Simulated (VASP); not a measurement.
VASP input:

### POSCAR
```
Be
1
    1.1679000000    -2.0228620000     0.0000000000
    1.1679000000     2.0228620000     0.0000000000
    0.0000000000     0.0000000000     3.6516000000
Be
2
Direct
  0.3333330000   0.6666670000   0.2500000000
  0.6666670000   0.3333330000   0.7500000000
```

File KPOINTS:
```
Automatic mesh
0
Gamma
16 16 9
0 0 0
```

### INCAR
```
# general
SYSTEM = Be
PREC   = Accurate
ENCUT  = 400   # plane-wave cut-off (eV)
LREAL  = .FALSE.
LASPH  = .TRUE.   # aspherical one-centre terms

# electronic loop
EDIFF  = 1E-6   # SCF stop (eV)
NELM   = 100   # most electronic steps
ALGO   = Normal

# smearing
ISMEAR = 1   # Methfessel-Paxton
SIGMA  = 0.1   # width (eV)

# functional
GGA    = PE   # PBE

# ions
ISIF   = 2

# output
LWAVE  = .FALSE.
LCHARG = .FALSE.
```

POTCAR, in this order: Be (PBE.64 set). Program: vasp_std.

Question: Translate this PBE calculation to Quantum ESPRESSO's pw.x.

Answer: One equivalent input (not run):
```
&CONTROL
  calculation = 'scf'
  pseudo_dir = './pseudo'
  outdir = './out'
  tprnfor = .true.
  tstress = .true.
/
&SYSTEM
  ibrav = 0
  nat = 2
  ntyp = 1
  ecutwfc = 88
  occupations = 'smearing'
  smearing = 'methfessel-paxton'
  degauss = 0.00735
  input_dft = 'pbe'
/
&ELECTRONS
  conv_thr = 7.3e-08
  electron_maxstep = 100
/
ATOMIC_SPECIES
  Be 9.012 Be.upf
CELL_PARAMETERS angstrom
     1.1679000   -2.0228620    0.0000000
     1.1679000    2.0228620    0.0000000
     0.0000000    0.0000000    3.6516000
ATOMIC_POSITIONS crystal
  Be   0.3333330  0.6666670  0.2500000
  Be   0.6666670  0.3333330  0.7500000
K_POINTS automatic
  16 16 9 0 0 0
```
Limits of the translation: the potentials are each code's own (VASP's PAW set, PseudoDojo norm-conserving files in pw.x), so ENCUT and ecutwfc are chosen apart and not converted; conv_thr bounds pw.x's estimated SCF error, while EDIFF bounds the energy change between steps.

The compound is Be in the hcp structure. The cell was not relaxed at this level.
